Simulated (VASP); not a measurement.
Data:

```xyz
2
Lattice="3.7405 0.0000 0.0000 0.0000 3.7405 0.0000 0.0000 0.0000 3.7405" Properties=species:S:1:pos:R:3 pbc="T T T"
K      0.0000     0.0000     0.0000
Cl     1.8703     1.8703     1.8703
```

These are PBEsol GGA, VASP's PBE PAW potentials (set 64) (plane waves; VASP) values and carry that method's errors. Numerical set-up: 400 eV cut-off, 8×8×8 Γ-centred mesh, tetrahedra with Blöchl corrections, potentials K_sv Cl.

### Question
What does the run give for the energy per atom (σ→0), band gap (on the k-mesh) with the smallest direct gap where there is one?

### Answer

```
Item                                         Result
-----------------------------------  --------------
band gap (on the k-mesh)                    4.94 eV
smallest direct gap (on the k-mesh)         5.17 eV
energy per atom (σ→0)                -3458 meV/atom
```

The absolute energy has meaning only against runs of the same code, potentials and settings.

The structure was generated: KCl was put into the CsCl type type (Pm-3m), which need not be its known phase. It was relaxed first, which changed the volume by -16 %.
